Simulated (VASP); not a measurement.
A VASP calculation is set up with these files.

**INCAR**
```
SYSTEM = Ga4P2Sb2
PREC = Accurate
ENCUT = 400
EDIFF = 1E-7
NELM = 100
ALGO = Normal
LREAL = .FALSE.
LASPH = .TRUE.
ISMEAR = -5
GGA = PS
LMAXMIX = 4
LWAVE = .FALSE.
LCHARG = .TRUE.
LORBIT = 11
NEDOS = 601
ISIF = 2
LEFG = .TRUE.
```

File POSCAR:
```
Ga4P2Sb2
1
    5.7607012287     0.0000000000     0.0000000000
    0.0000000000     5.7607012287     0.0000000000
    0.0000000000     0.0000000000     5.7807195797
Ga Sb P
4 2 2
Direct
  0.0000000000   1.0000000000   0.9734183091
  0.5000000000   0.5000000000   0.9734183091
  0.5000000000   0.0000000000   0.5265816909
  1.0000000000   0.5000000000   0.5265816909
  0.2500000000   0.2500000000   0.2500000000
  0.7500000000   0.7500000000   0.2500000000
  0.7500000000   0.2500000000   0.7500000000
  0.2500000000   0.7500000000   0.7500000000
```

**KPOINTS**
```
Automatic mesh
0
Gamma
5 5 5
0 0 0
```

POTCAR, in this order: Ga_d Sb P (PBE.64 set). Program: vasp_std.

Q: Translate this PBEsol calculation to Ansatz.

A: One equivalent input (not run):
Ansatz 0.2 input:
```yaml
crystal:
  lattice:
    - [5.7607012, 0.0000000, 0.0000000]
    - [0.0000000, 5.7607012, 0.0000000]
    - [0.0000000, 0.0000000, 5.7807196]
  atoms:
    - { symbol: Ga, position: [0.0000000, 1.0000000, 0.9734183] }
    - { symbol: Ga, position: [0.5000000, 0.5000000, 0.9734183] }
    - { symbol: Ga, position: [0.5000000, 0.0000000, 0.5265817] }
    - { symbol: Ga, position: [1.0000000, 0.5000000, 0.5265817] }
    - { symbol: Sb, position: [0.2500000, 0.2500000, 0.2500000] }
    - { symbol: Sb, position: [0.7500000, 0.7500000, 0.2500000] }
    - { symbol: P, position: [0.7500000, 0.2500000, 0.7500000] }
    - { symbol: P, position: [0.2500000, 0.7500000, 0.7500000] }
kpoints:
  mp_grid: { grid: [5, 5, 5] }
hamiltonian:
  xc: pbesol
  pseudopotentials: { kind: paw }
scf:
  occupations: { method: tetrahedron }
  max_iter: 100
output: { forces: true, stress: true, eigenvalues: true }
```
Limits of the translation: each code has its own PAW files, so the cut-off isn't converted (ENCUT is set for VASP's; basis.ecutwfc is left out, and Ansatz then takes the one that its files recommend); Ansatz stops its SCF on the density residual and VASP on the energy change (EDIFF); the field gradients of LEFG aren't asked of the other code.

The structure was generated: Ga4P2Sb2 was put into an ordered model structure (P-4m2), which need not be its known phase. It was relaxed first.
